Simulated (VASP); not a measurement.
```yaml
crystal:
  lattice:
    - [0.00000, 3.24000, 3.24000]
    - [3.24000, 0.00000, 3.24000]
    - [3.24000, 3.24000, 0.00000]
  atoms:
    - { symbol: Cd, position: [0.00000, 0.00000, 0.00000] }
    - { symbol: Te, position: [0.25000, 0.25000, 0.25000] }
```

The numbers are results of PBE GGA, VASP's PBE PAW potentials (set 64) (plane waves; VASP), not measurements. Settings: 300 eV cut-off, 5×5×5 Γ-centred mesh, Fermi-Dirac smearing of 0.050 eV, potentials Cd Te.

Unless said otherwise, spin-orbit coupling is left out, though it shifts the bands of the heavy elements here.

**Question.** Give the energies of bands 7 to 12 at the high-symmetry points, in eV from the valence-band maximum.

**Answer.** 
| band | Γ | X | U | L | W |
|---|---|---|---|---|---|
| 7 | 0.00 | -4.32 | -4.22 | -4.44 | -4.20 |
| 8 | 0.00 | -1.87 | -2.56 | -0.78 | -2.33 |
| 9 | 0.00 | -1.87 | -1.55 | -0.78 | -2.20 |
| 10 | 0.76 | 2.60 | 2.89 | 1.81 | 4.25 |
| 11 | 4.59 | 2.66 | 4.51 | 5.18 | 4.68 |
| 12 | 4.59 | 8.86 | 7.34 | 5.18 | 5.56 |

The gap is direct, 0.76 eV, from the valence maximum at Γ to the conduction minimum at Γ.

The structure is a typed CdTe crystal (F-43m). The cell was not relaxed at this level.
